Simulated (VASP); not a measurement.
A VASP calculation is set up with these files.

File KPOINTS:
```
kpoints
0
gamma
  8 8 8
0 0 0
```

### INCAR
```
ALGO = Normal
EDIFF = 1E-6
EDIFFG = -0.01
ENCUT = 400
GGA = PE
IBRION = 2
ISIF = 3
ISMEAR = 1
LASPH = .TRUE.
LCHARG = .FALSE.
LMAXMIX = 6
LREAL = .FALSE.
LWAVE = .FALSE.
NELM = 100
NSW = 60
PREC = Accurate
SIGMA = 0.1
SYSTEM = LaAs
```

### POSCAR
```
LaAs
1
    0.0000000000     3.7643240000     3.7643240000
    3.7643240000     0.0000000000     3.7643240000
    3.7643240000     3.7643240000     0.0000000000
La As
1 1
Direct
  0.0000000000   0.0000000000   0.0000000000
  0.2500000000   0.2500000000   0.2500000000
```

POTCAR, in this order: La As (PBE.64 set). Program: vasp_std.

Problem. Write an equivalent input for Quantum ESPRESSO's pw.x.

Solution. One equivalent input (not run):
```
&CONTROL
  calculation = 'vc-relax'
  pseudo_dir = './pseudo'
  outdir = './out'
  tprnfor = .true.
  tstress = .true.
  nstep = 60
  forc_conv_thr = 0.00039
/
&SYSTEM
  ibrav = 0
  nat = 2
  ntyp = 2
  ecutwfc = 110
  occupations = 'smearing'
  smearing = 'methfessel-paxton'
  degauss = 0.00735
  input_dft = 'pbe'
/
&ELECTRONS
  conv_thr = 7.3e-08
  electron_maxstep = 100
/
&IONS
/
&CELL
/
ATOMIC_SPECIES
  La 138.905 La.upf
  As 74.922 As.upf
CELL_PARAMETERS angstrom
     0.0000000    3.7643240    3.7643240
     3.7643240    0.0000000    3.7643240
     3.7643240    3.7643240    0.0000000
ATOMIC_POSITIONS crystal
  La   0.0000000  0.0000000  0.0000000
  As   0.2500000  0.2500000  0.2500000
K_POINTS automatic
  8 8 8 0 0 0
```
Limits of the translation: the potentials are each code's own (VASP's PAW set, PseudoDojo norm-conserving files in pw.x), so ENCUT and ecutwfc are chosen apart and not converted; conv_thr bounds pw.x's estimated SCF error, while EDIFF bounds the energy change between steps; forc_conv_thr acts on force components and is met together with etot_conv_thr.

The structure was generated: LaAs was put into the zinc blende type (F-43m), which need not be its known phase. This run relaxes it. Symmetry was kept, so distortions that lower it aren't found.
